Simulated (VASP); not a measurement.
Input:

```xyz
5
Lattice="4.4146 0.0000 0.0000 0.0000 4.4146 0.0000 0.0000 0.0000 4.4146" Properties=species:S:1:pos:R:3 pbc="T T T"
K      2.2073     2.2073     2.2073
Ca     0.0000     0.0000     0.0000
F      0.0000     2.2073     0.0000
F      2.2073     0.0000     0.0000
F      0.0000     0.0000     2.2073
```

All values below come from PBEsol GGA, VASP's PBE PAW potentials (set 64) (plane waves; VASP). Settings: 520 eV cut-off, 7×7×7 Γ-centred mesh, Gaussian smearing of 0.010 eV, potentials K_sv Ca_sv F.

Estimate the energy per atom (σ→0).

The energy per atom (σ→0) comes out as -5.257 eV/atom.

The absolute energy has meaning only against runs of the same code, potentials and settings.

The structure comes from a computed database's KCaF3 entry (Pm-3m); how it stands against other phases isn't given here. It was relaxed first.
